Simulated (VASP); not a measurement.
```
CELL_PARAMETERS angstrom
      3.95784     0.00000     0.00000
     -1.97892     3.42759     0.00000
      0.00000     0.00000     7.24198
ATOMIC_POSITIONS crystal
  Tl 0.00000 0.00000 0.00000
  Tl 0.00000 0.00000 0.50000
  As 0.33333 0.66667 0.25000
  As 0.66667 0.33333 0.75000
```

These are PBEsol GGA, VASP's PBE PAW potentials (set 64) (plane waves; VASP) values and carry that method's errors. Run with 400 eV cut-off, Gaussian smearing of 0.050 eV, potentials Tl_d As.

Problem. Give the energies of bands 13 to 21 at the high-symmetry points, in eV from the Fermi level.

Solution. 
```json
[
 {"band": "13", "Γ": "-7.62", "M": "-6.43", "K": "-7.09", "A": "-5.53", "L": "-6.50", "H": "-6.39"},
 {"band": "14", "Γ": "-2.46", "M": "-5.00", "K": "-4.45", "A": "-5.53", "L": "-6.50", "H": "-6.39"},
 {"band": "15", "Γ": "-1.12", "M": "-4.24", "K": "-3.50", "A": "0.41", "L": "-1.71", "H": "-3.67"},
 {"band": "16", "Γ": "-0.01", "M": "-3.52", "K": "-2.57", "A": "0.41", "L": "-1.71", "H": "-3.67"},
 {"band": "17", "Γ": "-0.01", "M": "-1.78", "K": "-2.57", "A": "0.41", "L": "-1.05", "H": "-0.23"},
 {"band": "18", "Γ": "0.83", "M": "0.50", "K": "-2.31", "A": "0.41", "L": "-1.05", "H": "-0.23"},
 {"band": "19", "Γ": "0.83", "M": "1.01", "K": "-2.31", "A": "1.53", "L": "-0.92", "H": "0.04"},
 {"band": "20", "Γ": "2.52", "M": "1.52", "K": "3.61", "A": "1.53", "L": "-0.92", "H": "0.04"},
 {"band": "21", "Γ": "4.56", "M": "2.10", "K": "5.27", "A": "4.92", "L": "4.02", "H": "2.08"}
]
```

It has no gap at this level: it comes out as a metal or semimetal.

The structure was generated: TlAs was put into the NiAs type type (P6_3/mmc), which need not be its known phase. It was relaxed first, which changed the volume by +10 %.
